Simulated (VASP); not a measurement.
# Ba4Si (Im-3m) in VASP: further runs, part 2 of 2

VASP 6.6.1.

## 3. Relaxation of cell and atoms, PBE+D3(BJ)

Input file INCAR:

```
SYSTEM = Ba4Si
PREC = Accurate ; ENCUT = 600
EDIFF = 1E-6 ; ISMEAR = -1
SIGMA = 0.05 ; LREAL = .FALSE.
LASPH = .TRUE. ; NELM = 100
ALGO = Normal ; ISIF = 3
LWAVE = .FALSE. ; LCHARG = .FALSE.
GGA = PE ; IVDW = 12
IBRION = 2 ; NSW = 60
EDIFFG = -0.02
```

Input file KPOINTS:

```
regular mesh
0
G
  4 4 4
  0 0 0
```

Input file POSCAR:

```
Ba4Si
1.0
   -3.9635100000      3.9635100000      3.9635100000
    3.9635100000     -3.9635100000      3.9635100000
    3.9635100000      3.9635100000     -3.9635100000
Ba Si
4 1
Direct
    0.5000000000      0.5000000000      0.5000000000
    0.5000000000      0.0000000000      0.0000000000
    0.0000000000      0.0000000000      0.5000000000
    0.0000000000      0.5000000000      0.0000000000
    0.0000000000      0.0000000000      0.0000000000
```

Potentials or basis: VASP PAW PBE potentials, release 64 (Ba_sv, Si).

Command:

```
cat potpaw_PBE.64/Ba_sv/POTCAR potpaw_PBE.64/Si/POTCAR > POTCAR
mpirun -np 1 vasp_std > vasp.out
```

It took 2.1 min on 1 thread of Intel Xeon Platinum 8488C (Sapphire Rapids), shared host; peak memory 0.45 GiB.

The run converged. Its results:

```
Free energy                            : -14.2478 eV
Relaxed volume                         : 48.01 Å³/atom
Relaxed cell                           : a = 6.781 Å, b = 6.781 Å, c = 6.781 Å, α = 109.47°, β = 109.47°, γ = 109.47°
Space group after relaxing (to 0.05 Å) : Im-3m (No. 229)
Energy gained by relaxing              : 3.4 meV/atom
Ionic steps                            : 3
Pressure after relaxing                : 0.0 GPa
Band gap on the k mesh                 : none (metal or under the smearing width)
Dispersion energy per atom             : -0.234 eV
```

The path:
| step | energy change (eV) | largest force (eV/Å) | pressure (GPa) | volume (Å³) |
| --- | --- | --- | --- | --- |
| 1 | 0.0000 | 0.0000 | -0.57 | 249.06 |
| 2 | -0.0152 | 0.0000 | -0.18 | 242.69 |
| 3 | -0.0168 | 0.0000 | -0.01 | 240.07 |

Final structure:
```xyz
5
Lattice="-3.9152 3.9152 3.9152 3.9152 -3.9152 3.9152 3.9152 3.9152 -3.9152" Properties=species:S:1:pos:R:3 pbc="T T T"
Ba    1.9576    1.9576    1.9576
Ba   -1.9576    1.9576    1.9576
Ba    1.9576    1.9576   -1.9576
Ba    1.9576   -1.9576    1.9576
Si    0.0000    0.0000    0.0000
```

Levels at points of the mesh, in eV from the Fermi level:
| k point | band 19 | band 20 | band 21 | band 22 | band 23 | band 24 | band 25 | band 26 |
| --- | --- | --- | --- | --- | --- | --- | --- | --- |
| (0.00, 0.00, 0.00) | -1.05 | -1.05 | 0.08 | 0.08 | 0.10 | 0.10 | 0.10 | 0.75 |
| (0.50, 0.00, 0.00) | -1.07 | -0.77 | -0.62 | -0.45 | 0.47 | 0.61 | 0.72 | 0.93 |
| (0.50, 0.50, 0.50) | -2.12 | -2.12 | -0.30 | -0.30 | -0.30 | 0.79 | 0.80 | 0.80 |

Caveat: pairwise dispersion overbinds metals, which lowers pressure and volume. Spin-orbit coupling is left out, which matters for the levels of Ba.

## 4. Relaxation of cell and atoms, PBE+D4

INCAR, as its differences from that of step 3:

```diff
@@ -7,3 +7,3 @@
 LWAVE = .FALSE. ; LCHARG = .FALSE.
-GGA = PE ; IVDW = 12
+GGA = PE ; IVDW = 13
 IBRION = 2 ; NSW = 60
```

KPOINTS is that of step 3.

POSCAR is that of step 3.

Command:

```
cat potpaw_PBE.64/Ba_sv/POTCAR potpaw_PBE.64/Si/POTCAR > POTCAR
mpirun -np 1 vasp_std > vasp.out
```

Wall time 2.1 min (1 thread of Intel Xeon Platinum 8488C (Sapphire Rapids), shared host); peak memory 0.44 GiB.

The run converged. Its results:

```yaml
Free_energy: -14.0720 eV
Relaxed_volume: 48.41 Å³/atom
Relaxed_cell: a = 6.800 Å, b = 6.800 Å, c = 6.800 Å, α = 109.47°, β = 109.47°, γ = 109.47°
Space_group_after_relaxing_to_0.05_Å: Im-3m (No. 229)
Energy_gained_by_relaxing: 2.0 meV/atom
Ionic_steps: 3
Pressure_after_relaxing: 0.0 GPa
Band_gap_on_the_k_mesh: none (metal or under the smearing width)
Dispersion_energy_per_atom: -0.197 eV
```

The path:
```tsv
step	energy change (eV)	largest force (eV/Å)	pressure (GPa)	volume (Å³)
1	0.0000	0.0000	-0.45	249.06
2	-0.0093	0.0000	-0.14	244.06
3	-0.0102	0.0000	-0.01	242.06
```

Final structure:
```
Ba Si
1.0
    -3.92603    3.92603    3.92603
     3.92603   -3.92603    3.92603
     3.92603    3.92603   -3.92603
Ba Si
4 1
Direct
  0.50000 0.50000 0.50000
  0.50000 0.00000 0.00000
  0.00000 0.00000 0.50000
  0.00000 0.50000 0.00000
  0.00000 0.00000 0.00000
```

Levels at points of the mesh, in eV from the Fermi level:
| k point | band 20 | band 21 | band 22 | band 23 | band 24 | band 25 |
| --- | --- | --- | --- | --- | --- | --- |
| (0.00, 0.00, 0.00) | -1.03 | 0.09 | 0.09 | 0.09 | 0.09 | 0.09 |
| (0.50, 0.00, 0.00) | -0.77 | -0.62 | -0.45 | 0.47 | 0.60 | 0.72 |
| (0.50, 0.50, 0.50) | -2.10 | -0.30 | -0.30 | -0.30 | 0.79 | 0.79 |

Caveat: pairwise dispersion overbinds metals, which lowers pressure and volume.

## 5. Relaxation of cell and atoms, PBE+TS

INCAR, as its differences from that of step 4:

```diff
@@ -7,3 +7,3 @@
 LWAVE = .FALSE. ; LCHARG = .FALSE.
-GGA = PE ; IVDW = 13
+GGA = PE ; IVDW = 2
 IBRION = 2 ; NSW = 60
```

KPOINTS is that of step 4.

POSCAR is that of step 4.

Command:

```
cat potpaw_PBE.64/Ba_sv/POTCAR potpaw_PBE.64/Si/POTCAR > POTCAR
mpirun -np 1 vasp_std > vasp.out
```

Wall time 3.5 min (1 thread of Intel Xeon Platinum 8488C (Sapphire Rapids), shared host); peak memory 0.47 GiB.

The run converged. Its results:

```
Free energy                            : -19.1597 eV
Relaxed volume                         : 37.53 Å³/atom
Relaxed cell                           : a = 6.247 Å, b = 6.247 Å, c = 6.247 Å, α = 109.47°, β = 109.47°, γ = 109.47°
Space group after relaxing (to 0.05 Å) : Im-3m (No. 229)
Energy gained by relaxing              : 252.1 meV/atom
Ionic steps                            : 5
Pressure after relaxing                : -0.1 GPa
Band gap on the k mesh                 : none (metal or under the smearing width)
Hirshfeld charges                      : Ba +0.07; Si -0.30 e
Dispersion energy per atom             : -1.453 eV
```

Step by step:
```csv
step,energy change (eV),largest force (eV/Å),pressure (GPa),volume (Å³)
1,0.0000,0.0000,-4.22,249.06
2,-1.0768,0.0000,-2.67,204.70
3,-1.2570,0.0000,-0.35,189.04
4,-1.2613,0.0000,0.10,186.98
5,-1.2606,0.0000,-0.05,187.66
```

Final structure:
```yaml
crystal:
  lattice:
    - [-3.60663, 3.60663, 3.60663]
    - [3.60663, -3.60663, 3.60663]
    - [3.60663, 3.60663, -3.60663]
  atoms:
    - { symbol: Ba, position: [0.50000, 0.50000, 0.50000] }
    - { symbol: Ba, position: [0.50000, 0.00000, 0.00000] }
    - { symbol: Ba, position: [0.00000, 0.00000, 0.50000] }
    - { symbol: Ba, position: [0.00000, 0.50000, 0.00000] }
    - { symbol: Si, position: [0.00000, 0.00000, 0.00000] }
```

Levels at points of the mesh, in eV from the Fermi level:
| k point | band 20 | band 21 | band 22 | band 23 | band 24 | band 25 |
| --- | --- | --- | --- | --- | --- | --- |
| (0.00, 0.00, 0.00) | -1.64 | -0.21 | -0.21 | 0.52 | 0.52 | 0.52 |
| (0.50, 0.00, 0.00) | -0.83 | -0.51 | -0.40 | 0.38 | 0.79 | 0.79 |
| (0.50, 0.50, 0.50) | -2.61 | -0.28 | -0.28 | -0.28 | 0.72 | 0.72 |

Caveat: atom-pairwise D2, TS and ULG terms overbind metals; the volume moved by over 15 % at a fixed basis, so the end points are rough; pairwise dispersion overbinds metals, which lowers pressure and volume.

## 6. For comparison

An earlier run on the cell as given: functional PBE; potentials or basis VASP PAW PBE potentials, release 64 (Ba_sv, Si); cutoff 520 eV; k mesh 5 × 5 × 5; occupations fermi-dirac, width 0.05 eV; no spin polarisation.

- Pressure: 0.2 GPa
- Band gap on the k mesh: none (metal or under the smearing width)

## 7. Overview

| task | level | cell | k mesh | cutoff (eV) | gap on the mesh (eV) | pressure (GPa) | relaxed volume (Å³/atom) |
| --- | --- | --- | --- | --- | --- | --- | --- |
| relaxation of cell and atoms | PBE+D3 | relaxed | 4 × 4 × 4 | 600 | none | 0.0 | 49.02 |
| relaxation of cell and atoms | PBE+D3(BJ) | relaxed | 4 × 4 × 4 | 600 | none | 0.0 | 48.01 |
| relaxation of cell and atoms | PBE+D4 | relaxed | 4 × 4 × 4 | 600 | none | 0.0 | 48.41 |
| relaxation of cell and atoms | PBE+TS | relaxed | 4 × 4 × 4 | 600 | none | -0.1 | 37.53 |
| single point | PBE | as given | 5 × 5 × 5 | 520 | none | 0.2 | - |

Alike in all rows: potentials or basis VASP PAW PBE potentials, release 64 (Ba_sv, Si); no spin polarisation; smearing fermi-dirac 0.05 eV.

Caveats: pairwise dispersion overbinds metals, which lowers pressure and volume (some runs); atom-pairwise D2, TS and ULG terms overbind metals (some runs); the volume moved by over 15 % at a fixed basis, so the end points are rough (some runs).

Total energies depend on the potentials used, so only differences within one code and one set of settings carry meaning.
